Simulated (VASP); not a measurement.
Level of theory: LDA (Ceperley-Alder, Perdew-Zunger), VASP's LDA PAW potentials (set 64) (plane waves; VASP 6.6.1).

The input files of a VASP run:

File KPOINTS:
```
Automatic mesh
0
Gamma
10 10 10
0 0 0
```

POSCAR:
```
AlN
3.133920
  0.0000000000   0.7071067176   0.7071067176
  0.7071067176   0.0000000000   0.7071067176
  0.7071067176   0.7071067176   0.0000000000
Al N
1 1
Direct
  0.0000000000   0.0000000000   0.0000000000
  0.2500000000   0.2500000000   0.2500000000
```

### INCAR
```
PREC = Accurate
ENCUT = 520   ! plane-wave cut-off (eV)
ISMEAR = 0   ! Gaussian
LCHARG = F
LWAVE = F
ISIF = 2   ! forces and stress, cell fixed
LREAL = F   ! projection in real space or not
NELM = 100   ! most electronic steps
ALGO = Normal   ! blocked Davidson
EDIFF = 1E-7   ! SCF stop (eV)
LASPH = T   ! aspherical one-centre terms
SYSTEM = AlN
SIGMA = 0.05   ! width (eV)
```

POTCAR, in this order: Al N (LDA.64 set). Program: vasp_std.

Output of the run:

OUTCAR:
```
 ion  position               nearest neighbor table
   1  0.000  0.000  0.000-   2 1.92   2 1.92   2 1.92   2 1.92
   2  0.250  0.250  0.250-   1 1.92   1 1.92   1 1.92   1 1.92
  LATTYP: Found a face centered cubic cell.
 ALAT       =     4.4320317686
 Subroutine PRICEL returns:
 Original cell was already a primitive cell.
 Subroutine GETGRP returns: Found 24 space group operations
The static configuration has the point symmetry T_d .
The dynamic configuration has the point symmetry T_d .
 Subroutine INISYM returns: Found 24 space group operations
 Subroutine IBZKPT returns following result:
 Found     47 irreducible k-points:

 Following reciprocal coordinates:
            Coordinates               Weight
  0.000000  0.000000  0.000000      1.000000
  0.100000  0.000000  0.000000      8.000000
  0.200000  0.000000  0.000000      8.000000
  0.300000  0.000000  0.000000      8.000000
  0.400000  0.000000  0.000000      8.000000
  0.500000  0.000000  0.000000      4.000000
  0.100000  0.100000  0.000000      6.000000
  0.200000  0.100000  0.000000     24.000000
  0.300000  0.100000  0.000000     24.000000
  0.400000  0.100000  0.000000     24.000000
  0.500000  0.100000  0.000000     24.000000
 -0.400000  0.100000  0.000000     24.000000
 -0.300000  0.100000  0.000000     24.000000
 -0.200000  0.100000  0.000000     24.000000
 -0.100000  0.100000  0.000000     12.000000
  0.200000  0.200000  0.000000      6.000000
  0.300000  0.200000  0.000000     24.000000
  0.400000  0.200000  0.000000     24.000000
  0.500000  0.200000  0.000000     24.000000
 -0.400000  0.200000  0.000000     24.000000
 -0.300000  0.200000  0.000000     24.000000
 -0.200000  0.200000  0.000000     12.000000
  0.300000  0.300000  0.000000      6.000000
  0.400000  0.300000  0.000000     24.000000
  0.500000  0.300000  0.000000     24.000000
 -0.400000  0.300000  0.000000     24.000000
 -0.300000  0.300000  0.000000     12.000000
  0.400000  0.400000  0.000000      6.000000
  0.500000  0.400000  0.000000     24.000000
 -0.400000  0.400000  0.000000     12.000000
  0.500000  0.500000  0.000000      3.000000
  0.300000  0.200000  0.100000     24.000000
  0.400000  0.200000  0.100000     48.000000
  0.500000  0.200000  0.100000     48.000000
 -0.400000  0.200000  0.100000     24.000000
  0.400000  0.300000  0.100000     24.000000
  0.500000  0.300000  0.100000     48.000000
 -0.400000  0.300000  0.100000     48.000000
 -0.300000  0.300000  0.100000     48.000000
 -0.200000  0.300000  0.100000     24.000000
   k-points           NKPTS =     47   k-points in BZ     NKDIM =     47   number of bands    NBANDS=      8
   number of dos      NEDOS =    301   number of ions     NIONS =      2
   total plane-waves  NPLWV =  13824
   dimension x,y,z NGX =    24 NGY =   24 NGZ =   24
   dimension x,y,z NGXF=    48 NGYF=   48 NGZF=   48
   ions per type =               1   1
   PREC   = accura    normal or accurate (medium, high low for compatibility)
   ISTART =      0    job   : 0-new  1-cont  2-samecut
   ICHARG =      2    charge: 1-file 2-atom 10-const
   ISPIN  =      1    spin polarized calculation?
   LNONCOLLINEAR =      F non collinear calculations
   LSORBIT =      F    spin-orbit coupling
   INIWAV =      1    electr: 0-lowe 1-rand  2-diag
   ENCUT  =  520.0 eV  38.22 Ry    6.18 a.u.   5.83  5.83  5.83*2*pi/ulx,y,z
   NELM   =    100;   NELMIN=  2; NELMDL= -5     # of ELM steps
   EDIFF  = 0.1E-06   stopping-criterion for ELM
   LREAL  =      F    real-space projection
   NLSPLINE    = F    spline interpolate recip. space projectors
   LMAXMIX     =    2 max onsite mixed and CHGCAR
...
```

File OSZICAR:
```
       N       E                     dE             d eps       ncg     rms          rms(c)
DAV:   1     0.953049404675E+01    0.95305E+01   -0.40692E+03   792   0.827E+02
DAV:   2    -0.182892711706E+02   -0.27820E+02   -0.26968E+02  1072   0.130E+02
DAV:   3    -0.187689148455E+02   -0.47964E+00   -0.47964E+00   864   0.216E+01
DAV:   4    -0.187701052983E+02   -0.11905E-02   -0.11905E-02  1120   0.116E+00
DAV:   5    -0.187701074825E+02   -0.21842E-05   -0.21842E-05   896   0.372E-02    0.844E+00
DAV:   6    -0.164072769627E+02    0.23628E+01   -0.14680E+01   752   0.237E+01    0.300E+00
DAV:   7    -0.163608877914E+02    0.46389E-01   -0.70540E-02   784   0.284E+00    0.186E+00
DAV:   8    -0.163319249940E+02    0.28963E-01   -0.29792E-02   864   0.202E+00    0.305E-01
DAV:   9    -0.163318170414E+02    0.10795E-03   -0.55876E-04  1096   0.203E-01    0.171E-01
DAV:  10    -0.163318444857E+02   -0.27444E-04   -0.31962E-05   816   0.534E-02    0.461E-02
DAV:  11    -0.163318437185E+02    0.76725E-06   -0.13164E-06   920   0.908E-03    0.948E-03
DAV:  12    -0.163318437141E+02    0.43567E-08   -0.47586E-08   640   0.170E-03
   1 F= -.16331844E+02 E0= -.16331844E+02  d E =-.305118E-11
```

OUTCAR:
```
------------------------ aborting loop because EDIFF is reached ----------------------------------------
  FORCE on cell =-STRESS in cart. coord.  units (eV):
  Direction    XX          YY          ZZ          XY          YZ          ZX
  --------------------------------------------------------------------------------------
  Total       -1.4948116     -1.4948116     -1.4948116     -0.0000000     -0.0000000     -0.0000000
  in kB     -110.0394590   -110.0394590   -110.0394590     -0.0000000     -0.0000000     -0.0000000
  external PRESSURE =    -110.0394590 kB  Pullay stress =       0.0000000 kB
  volume of cell :       21.76
      direct lattice vectors                 reciprocal lattice vectors
     0.000000000  2.216015884  2.216015884    -0.225630152  0.225630152  0.225630152
     2.216015884  0.000000000  2.216015884     0.225630152 -0.225630152  0.225630152
     2.216015884  2.216015884  0.000000000     0.225630152  0.225630152 -0.225630152
  FREE ENERGIE OF THE ION-ELECTRON SYSTEM (eV)
  ---------------------------------------------------
  free  energy   TOTEN  =       -16.3318437141 eV

  energy  without entropy=      -16.3318437141  energy(sigma->0) =      -16.33184371
```
(Selected blocks of OUTCAR.)

The compound is AlN in the zinc blende structure, a metastable form; wurtzite is the usual one. This cell is one point of a volume scan, at 1.06 of the reference volume.
